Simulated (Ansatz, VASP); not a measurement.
**One calculation of SrCr2N2, two programs**

run.py

```python
from ase.calculators.vasp import Vasp
from ase.dft.bandgap import bandgap
from ase.io import read

atoms = read('SrCr2N2.xyz')
atoms.set_initial_magnetic_moments([0.0, 3.0, 3.0, 0.0, 0.0])
calc = Vasp(
    directory='calc',
    xc='pbe',
    pp='PBE',
    setups='recommended',
    pp_version='54',
    prec='Accurate',
    encut=520,
    ediff=1e-06,
    ismear=0,
    sigma=0.02,
    lreal=False,
    lasph=True,
    nelm=150,
    algo='Normal',
    isif=2,
    lwave=False,
    lcharg=False,
    ispin=2,
    lorbit=11,
    lmaxmix=4,
    kpts=[9, 9, 4],
    gamma=True,
)
atoms.calc = calc

print('energy (eV):', atoms.get_potential_energy())
print('free energy (eV):', atoms.get_potential_energy(force_consistent=True))
print('forces (eV/A):')
print(atoms.get_forces())
print('stress (eV/A^3, Voigt):', atoms.get_stress())
print('Fermi level (eV):', calc.get_fermi_level())
print('moment (muB):', atoms.get_magnetic_moment())
print('site moments (muB):', atoms.get_magnetic_moments())
gap, top, bottom = bandgap(calc)
print('band gap (eV):', gap, 'from (spin, k, band)', top, 'to', bottom)
```

File SrCr2N2.xyz:

```xyz
5
Lattice="3.3196892269 0.0000000000 0.0000000000 -1.6598446134 2.8749352031 0.0000000000 0.0000000000 0.0000000000 6.5462810131" Properties=species:S:1:pos:R:3 pbc="T T T"
Sr     0.0000000000      0.0000000000      3.2731405066
Cr    -0.0000000001      1.9166234688      5.7842153478
Cr     1.6598446136      0.9583117343      0.7620656653
N     -0.0000000001      1.9166234688      1.2495672123
N      1.6598446136      0.9583117343      5.2967138008
```

Contents of input.yaml:

```yaml
crystal:
  lattice:
    - [3.3196892269, 0.0, 0.0]
    - [-1.6598446134, 2.8749352031, 0.0]
    - [0.0, 0.0, 6.5462810131]
  atoms:
    - { symbol: Sr, position: [0.0, 0.0, 0.5] }
    - { symbol: Cr, position: [0.3333333333, 0.6666666667, 0.883588], spin: 3.0 }
    - { symbol: Cr, position: [0.6666666667, 0.3333333333, 0.116412], spin: 3.0 }
    - { symbol: "N", position: [0.3333333333, 0.6666666667, 0.190882] }
    - { symbol: "N", position: [0.6666666667, 0.3333333333, 0.809118] }
hamiltonian:
  xc: pbe
  pseudopotentials: { kind: paw }
magnetization:
  spin_polarized: true
kpoints:
  mp_grid: { grid: [9, 9, 4] }
scf:
  occupations: { method: gaussian, width: 0.02 }
output:
  forces: true
  stress: true
  eigenvalues: true
  write_density: true
  write_potential: true
  elf: true
  volumetric_format: npy
```

The cell comes from a database or a generator and needn't be the stable form of this composition.

Alike in both runs: task single point; functional PBE; k mesh 9 × 9 × 4; occupations gaussian, width 0.02 eV; collinear spin, ferromagnetic start.

|  | VASP | Ansatz |
| --- | --- | --- |
| version | VASP 6.6.1 | Ansatz 0.2.0 |
| potentials or method | VASP PAW PBE potentials, release 54 (Sr_sv, Cr_pv, N) | Ansatz PAW |
| plane-wave cutoff (eV) | 520 | 420 |
| valence electrons in the cell | 44 | 48 |

Ansatz gave:

- gap on the k mesh at the Fermi level (eV): none
- pressure (GPa): -0.7
- largest component of the traceless stress (GPa): 0.36
- rms of the force components (eV/Å): 0.078
- net moment per atom (μB): 0.14
- size of the moment on the site where the two differ most (μB): 0.33

Problem. Estimate VASP's values.

Solution. gap on the k mesh at the Fermi level (eV): none; pressure (GPa): -0.3; largest component of the traceless stress (GPa): 0.19; rms of the force components (eV/Å): 0.046; net moment per atom (μB): 0.12; size of the moment on the site where the two differ most (μB): 0.32.

Site moments also hang on the region over which each program counts them. Atom by atom the forces differ by 0.032 eV/Å (rms over components). A gap of «none» marks a metal or a gap that the smearing closes. The two sets of potentials don't hold the same shells in valence.

Caveats: the pressure holds a Pulay correction of +0.3 GPa for the finite cutoff (Ansatz). With open d or f shells a metallic result of PBE can be an artefact of self-interaction; +U or a hybrid may open a gap.
